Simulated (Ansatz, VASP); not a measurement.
# Cross-check of CdAgCl3 between VASP and Ansatz

One calculation is typed for both programs; each brings its own data sets. How far apart do they land? The cell is generated by rule, not measured, and may not be a known phase. The cell is taken from a series of runs on this material, whose earlier steps may have relaxed, scaled, displaced or heated it; both programs get it as it stands.

Program: Ansatz 0.2.0. Level of theory: plane waves, with VASP 6.6.1 beside it; zone-centre phonons at PBEsol. Results are calculated unless marked as measured.

The structure was built from a prototype and need not be the compound's stable phase.

## (1) Set-up

The structure is orthorhombic, space group Amm2 (No. 38). The conventional cell has a = 4.973 Å, b = 7.360 Å, c = 7.441 Å, α = 90.00°, β = 90.00°, γ = 90.00°. Ag has 5 Cl at 2.56 to 2.94 Å nearest. Cd has 6 Cl at 2.49 to 2.76 Å nearest. Nearest to Cl lie 2 Cd at 2.57 to 2.76 Å and 2 Ag at 2.94 Å. Nearest to Cl lie 2 Cd at 2.49 Å and 1 Ag at 2.56 Å. Farther neighbours and most contacts between anions are not listed.

## (2) VASP: zone-centre phonons, PBEsol

Second derivatives magnify differences that forces hide, and they need a tight electronic threshold.

Lines of VASP's logs that name or quote its potential files are left out, and so is its time.

INCAR

```
SYSTEM = CdAgCl3
PREC = Accurate
ENCUT = 500
EDIFF = 1E-08
NELM = 120
ISMEAR = 0
SIGMA = 0.01
LREAL = .FALSE.
ALGO = Normal
GGA = PS
NBANDS = 28
LASPH = .TRUE.
LORBIT = 11
LWAVE = .FALSE.
LCHARG = .FALSE.
ISIF = 2
IBRION = 8
LEPSILON = .TRUE.
GGA_COMPAT = .FALSE.
EFERMI = MIDGAP
KPAR = 2
```

POSCAR

```
CdAgCl3
1.0
    4.9730379859      0.0000000000      0.0000000000
    0.0000000000      3.6798684071      3.7204879669
    0.0000000000     -3.6798684071      3.7204879669
Ag Cd Cl
1 1 3
Direct
    0.0000000000      0.1284122157      0.1284122157
    0.5000000000      0.4616901599      0.4616901599
    0.5000000000      0.3673641866      0.9440906180
    0.5000000000      0.9440906180      0.3673641866
    0.0000000000      0.4717931902      0.4717931902
```

KPOINTS

```
Automatic mesh
0
Gamma
6 6 6
0 0 0
```

PAW data sets: Ag, Cd and Cl (PBE family, release 64).

On the command line:

```bash
mpirun -np 2 vasp_std
```

Numbers of over 12 decimals in the logs are rounded to 6 here.

Output:

```text
[banner, memory and clock lines left out]
running    2 mpi-ranks, on    1 nodes
 distrk:  each k-point on    1 cores,    2 groups
 distr:  one band on    1 cores,    1 groups

 POSCAR found type information on POSCAR AgCdCl
 POSCAR found :  3 types and       5 ions
|                                                                             |
|               ----> ADVICE to this user running VASP <----                  |
|                                                                             |
|     You enforced a specific xc type in the INCAR file but a different       |
|     [... a line on the potential file left out ...]
|     I HOPE YOU KNOW WHAT YOU ARE DOING!                                     |
|                                                                             |

 LDA part: xc-table for (Slater+PW92), standard interpolation
 POSCAR, INCAR and KPOINTS ok, starting setup
 FFT: planning ... GRIDC
 FFT: planning ... GRID_SOFT
 FFT: planning ... GRID
 WAVECAR not read
 entering main loop
       N       E                     dE             d eps       ncg     rms          rms(c)
DAV:   1     0.306410540040E+03    0.30641E+03   -0.20254E+04  2912   0.136E+03
DAV:   2     0.822018991196E+01   -0.29819E+03   -0.28953E+03  3564   0.308E+02
DAV:   3    -0.140677425858E+02   -0.22288E+02   -0.22165E+02  3496   0.855E+01
DAV:   4    -0.144062987844E+02   -0.33856E+00   -0.33823E+00  3456   0.112E+01
DAV:   5    -0.144127394016E+02   -0.64406E-02   -0.64399E-02  3536   0.157E+00    0.104E+01
DAV:   6    -0.135226362079E+02    0.89010E+00   -0.16957E+00  3624   0.162E+01    0.780E+00
DAV:   7    -0.134640398103E+02    0.58596E-01   -0.85764E-01  3296   0.604E+00    0.386E+00
DAV:   8    -0.134583729303E+02    0.56669E-02   -0.16577E-01  3232   0.434E+00    0.757E-01
DAV:   9    -0.134543747444E+02    0.39982E-02   -0.22106E-02  3356   0.204E+00    0.231E-01
DAV:  10    -0.134550113242E+02   -0.63658E-03   -0.32291E-03  3328   0.320E-01    0.875E-02
DAV:  11    -0.134551110264E+02   -0.99702E-04   -0.70450E-04  3384   0.293E-01    0.431E-02
DAV:  12    -0.134551390360E+02   -0.28010E-04   -0.14934E-04  3264   0.140E-01    0.160E-02
DAV:  13    -0.134551446231E+02   -0.55871E-05   -0.23233E-05  3276   0.624E-02    0.604E-03
DAV:  14    -0.134551467962E+02   -0.21731E-05   -0.48212E-06  3204   0.188E-02    0.457E-03
DAV:  15    -0.134551470556E+02   -0.25942E-06   -0.45247E-07  3388   0.416E-03    0.917E-04
DAV:  16    -0.134551470798E+02   -0.24166E-07   -0.43539E-08  2824   0.123E-03    0.459E-04
DAV:  17    -0.134551470920E+02   -0.12171E-07   -0.28285E-08  2764   0.178E-03    0.319E-04
DAV:  18    -0.134551470870E+02    0.49604E-08   -0.66702E-09  2360   0.925E-04
   1 F= -.13455147E+02 E0= -.13455147E+02  d E =0.000000E+00
 Linear response reoptimize wavefunctions to high precision
DAV:   1    -0.134551470829E+02    0.41177E-08   -0.20750E-09  2428   0.257E-04
DAV:   2    -0.134551470829E+02   -0.81855E-11   -0.16977E-10  1848   0.854E-05
 Linear response G [H, r] |phi>, progress :
  Direction:   1
       N       E                     dE             d eps       ncg     rms
RMM:   1    -0.190705372194E+03   -0.19071E+03   -0.11179E+01  6523   0.937E+01
RMM:   2    -0.176148128515E+03    0.14557E+02   -0.11999E+01  4905   0.229E+01
RMM:   3    -0.176543476848E+03   -0.39535E+00   -0.26754E-01  4812   0.319E+00
RMM:   4    -0.176556788240E+03   -0.13311E-01   -0.25402E-02  4967   0.485E-01
RMM:   5    -0.176555257846E+03    0.15304E-02   -0.18907E-03  5019   0.871E-02
RMM:   6    -0.176555242199E+03    0.15647E-04   -0.13969E-03  5070   0.171E-02
RMM:   7    -0.176555142374E+03    0.99825E-04   -0.33251E-04  5103   0.430E-03
RMM:   8    -0.176555130591E+03    0.11783E-04   -0.31567E-04  5126   0.186E-03
RMM:   9    -0.176555128783E+03    0.18080E-05   -0.43654E-05  4367   0.141E-03
RMM:  10    -0.176555127715E+03    0.10680E-05   -0.19237E-04  3416   0.134E-03
RMM:  11    -0.176555126259E+03    0.14558E-05   -0.17832E-05  3083   0.133E-03
RMM:  12    -0.176555121313E+03    0.49456E-05   -0.79256E-05  3106   0.133E-03
 Linear response G [H, r] |phi>, progress :
  Direction:   2
       N       E                     dE             d eps       ncg     rms
RMM:   1    -0.190982439079E+03   -0.19098E+03   -0.28983E+01  6355   0.930E+01
RMM:   2    -0.177068549565E+03    0.13914E+02   -0.14264E+01  4844   0.237E+01
RMM:   3    -0.177297998255E+03   -0.22945E+00   -0.33864E-01  4751   0.350E+00
RMM:   4    -0.177306380604E+03   -0.83823E-02   -0.11106E-02  4963   0.583E-01
RMM:   5    -0.177306573343E+03   -0.19274E-03   -0.46701E-04  5014   0.105E-01
RMM:   6    -0.177306576117E+03   -0.27740E-05   -0.43044E-05  5073   0.198E-02
RMM:   7    -0.177306574072E+03    0.20446E-05   -0.37932E-06  5118   0.480E-03
RMM:   8    -0.177306573923E+03    0.14906E-06   -0.86153E-06  5127   0.190E-03
[...]
RMM:   6    -0.437419801519E+00   -0.25188E-04   -0.62854E-07  4724   0.384E-03    0.830E-04
RMM:   7    -0.437425275935E+00   -0.54744E-05   -0.59647E-08  4820   0.126E-03    0.203E-04
RMM:   8    -0.437425952936E+00   -0.67700E-06   -0.11000E-08  4824   0.462E-04    0.154E-04
RMM:   9    -0.437425996543E+00   -0.43607E-07   -0.58118E-09  4770   0.318E-04    0.452E-05
RMM:  10    -0.437425782469E+00    0.21407E-06   -0.21463E-09  4994   0.768E-05    0.266E-05
[...]
RMM:   9    -0.201720242503E+00    0.12469E-07   -0.26335E-08  7538   0.239E-04    0.467E-05
RMM:  10    -0.201720321848E+00   -0.79345E-07   -0.34423E-08  7712   0.969E-05    0.248E-05
RMM:  11    -0.201720255342E+00    0.66506E-07   -0.27120E-08  7650   0.820E-05    0.600E-06
RMM:  12    -0.201720285357E+00   -0.30015E-07   -0.70322E-08  7971   0.426E-05    0.327E-06
RMM:  13    -0.201720299208E+00   -0.13850E-07   -0.54772E-08  7707   0.412E-05    0.150E-06
RMM:  14    -0.201720294259E+00    0.49488E-08   -0.33109E-08  6825   0.363E-05    0.650E-07
 first order change of Fermi-energy  -0.39214E+00
 force on displaced ion       3 direction 2 :   0.000  -4.788   2.235
 Born effective charge ion    3 direction 2 :   0.000  -1.623   0.696
 Linear response progress:
  Degree of freedom:   9/ 12
       N       E                     dE             d eps       ncg     rms          rms(c)
RMM:   1    -0.202131075009E+00   -0.20213E+00    0.21329E-02  9902   0.212E+00
RMM:   2    -0.201443597455E+00    0.68748E-03   -0.27162E-03  6934   0.284E-01    0.929E-02
RMM:   3    -0.201714036125E+00   -0.27044E-03   -0.18232E-04  7334   0.635E-02    0.472E-02
RMM:   4    -0.201965027776E+00   -0.25099E-03   -0.79217E-05  7610   0.353E-02    0.124E-02
RMM:   5    -0.201946665027E+00    0.18363E-04   -0.69056E-06  7619   0.120E-02    0.354E-03
RMM:   6    -0.201959991679E+00   -0.13327E-04   -0.26417E-07  7693   0.255E-03    0.247E-03
RMM:   7    -0.201965854616E+00   -0.58629E-05   -0.19155E-07  7605   0.186E-03    0.394E-04
RMM:   8    -0.201963108744E+00    0.27459E-05   -0.22189E-08  7591   0.586E-04    0.165E-04
RMM:   9    -0.201963176630E+00   -0.67886E-07   -0.58711E-09  7577   0.299E-04    0.603E-05
RMM:  10    -0.201962878432E+00    0.29820E-06    0.65703E-10  7666   0.103E-04    0.224E-05
RMM:  11    -0.201962900704E+00   -0.22273E-07    0.10515E-08  7659   0.724E-05    0.793E-06
RMM:  12    -0.201962939837E+00   -0.39133E-07    0.26144E-08  7983   0.401E-05    0.343E-06
RMM:  13    -0.201962944441E+00   -0.46038E-08    0.47685E-08  7898   0.313E-05    0.858E-07
 first order change of Fermi-energy  -0.13452E+00
 force on displaced ion       3 direction 3 :   0.000   2.237  -2.408
 Born effective charge ion    3 direction 3 :   0.000   0.728  -1.289
 Linear response progress:
  Degree of freedom:  10/ 12
       N       E                     dE             d eps       ncg     rms          rms(c)
RMM:   1    -0.202366101122E+00   -0.20237E+00    0.59800E-02  8219   0.210E+00
RMM:   2    -0.200679864638E+00    0.16862E-02   -0.52349E-03  5950   0.351E-01    0.171E-01
RMM:   3    -0.201168674723E+00   -0.48881E-03   -0.48584E-04  5953   0.925E-02    0.822E-02
RMM:   4    -0.201534230381E+00   -0.36556E-03   -0.16985E-04  6145   0.470E-02    0.184E-02
RMM:   5    -0.201460126688E+00    0.74104E-04   -0.64929E-06  6357   0.155E-02    0.511E-03
RMM:   6    -0.201479594417E+00   -0.19468E-04   -0.10150E-06  6398   0.303E-03    0.255E-03
RMM:   7    -0.201492426749E+00   -0.12832E-04   -0.58972E-07  6384   0.180E-03    0.231E-04
RMM:   8    -0.201490974594E+00    0.14522E-05    0.39114E-08  6539   0.376E-04    0.240E-04
RMM:   9    -0.201490418935E+00    0.55566E-06    0.41805E-08  6557   0.225E-04    0.186E-04
RMM:  10    -0.201490760239E+00   -0.34130E-06   -0.23369E-08  6631   0.786E-05    0.233E-05
RMM:  11    -0.201490641480E+00    0.11876E-06   -0.22152E-09  6658   0.446E-05    0.755E-06
RMM:  12    -0.201490669878E+00   -0.28398E-07   -0.66980E-08  6575   0.267E-05    0.543E-06
RMM:  13    -0.201490692111E+00   -0.22234E-07   -0.41935E-09  6473   0.265E-05    0.150E-06
RMM:  14    -0.201490695312E+00   -0.32008E-08   -0.17654E-08  6153   0.234E-05    0.479E-07
 first order change of Fermi-energy  -0.21686E-03
 force on displaced ion       5 direction 1 : -10.788   0.000  -0.000
 Born effective charge ion    5 direction 1 :  -2.075   0.000   0.000
 Linear response progress:
  Degree of freedom:  11/ 12
       N       E                     dE             d eps       ncg     rms          rms(c)
RMM:   1    -0.204338559110E+00   -0.20434E+00    0.23131E-03  9606   0.200E+00
RMM:   2    -0.202137716541E+00    0.22008E-02   -0.31583E-03  7049   0.301E-01    0.516E-02
RMM:   3    -0.202307931843E+00   -0.17022E-03   -0.59412E-05  7268   0.438E-02    0.315E-02
RMM:   4    -0.202559281266E+00   -0.25135E-03   -0.23824E-05  7466   0.200E-02    0.685E-03
RMM:   5    -0.202555556112E+00    0.37252E-05   -0.59114E-07  7596   0.377E-03    0.361E-03
RMM:   6    -0.202543276739E+00    0.12279E-04   -0.18423E-07  7384   0.182E-03    0.807E-04
RMM:   7    -0.202546026287E+00   -0.27495E-05   -0.27038E-08  7307   0.745E-04    0.319E-04
RMM:   8    -0.202544765893E+00    0.12604E-05   -0.85467E-09  7321   0.399E-04    0.134E-04
RMM:   9    -0.202544773478E+00   -0.75852E-08   -0.48224E-09  7371   0.141E-04    0.185E-05
 first order change of Fermi-energy  -0.42812E-04
 force on displaced ion       5 direction 2 :   0.000   0.072   0.000
 Born effective charge ion    5 direction 2 :   0.000  -0.680   0.000
 Linear response progress:
  Degree of freedom:  12/ 12
       N       E                     dE             d eps       ncg     rms          rms(c)
RMM:   1    -0.204125786822E+00   -0.20413E+00    0.13184E-02  6104   0.196E+00
RMM:   2    -0.201155390833E+00    0.29704E-02   -0.39537E-03  4536   0.317E-01    0.135E-01
RMM:   3    -0.201391785581E+00   -0.23639E-03   -0.12952E-04  4756   0.546E-02    0.761E-02
RMM:   4    -0.201643806153E+00   -0.25202E-03   -0.52066E-05  4839   0.273E-02    0.154E-02
RMM:   5    -0.201636261917E+00    0.75442E-05   -0.21035E-06  4938   0.738E-03    0.515E-03
RMM:   6    -0.201626756621E+00    0.95053E-05   -0.19471E-07  4907   0.215E-03    0.216E-03
RMM:   7    -0.201626327147E+00    0.42947E-06   -0.32989E-08  4917   0.902E-04    0.362E-04
RMM:   8    -0.201627289443E+00   -0.96230E-06   -0.17129E-08  4849   0.325E-04    0.107E-04
RMM:   9    -0.201627574332E+00   -0.28489E-06   -0.12765E-08  4786   0.237E-04    0.472E-05
RMM:  10    -0.201627335362E+00    0.23897E-06    0.24887E-09  4936   0.844E-05    0.138E-05
RMM:  11    -0.201627363074E+00   -0.27712E-07   -0.23827E-08  5021   0.530E-05    0.445E-06
RMM:  12    -0.201627369694E+00   -0.66196E-08   -0.88452E-08  5067   0.322E-05    0.172E-06
 first order change of Fermi-energy  -0.67017E-01
 force on displaced ion       5 direction 3 :   0.000   0.000  -2.753
 Born effective charge ion    5 direction 3 :   0.000   0.000  -0.909
 Born effective charges drift removed
 Linear response finished
```

(Part 1 of 3 ends here.)

[Lines on the potential files, build, host, timing and source positions are cut from VASP's logs without a mark.]

[Logs are printed without paths, hosts, clocks, repeated set-up lines and the standing remarks that a program may print on its own settings, such as how far it seeks lower states.]

[Hosts, paths, dates, database ids (printed as entryN), source tags and the programs' standing remarks are cut or masked in the printed files.]
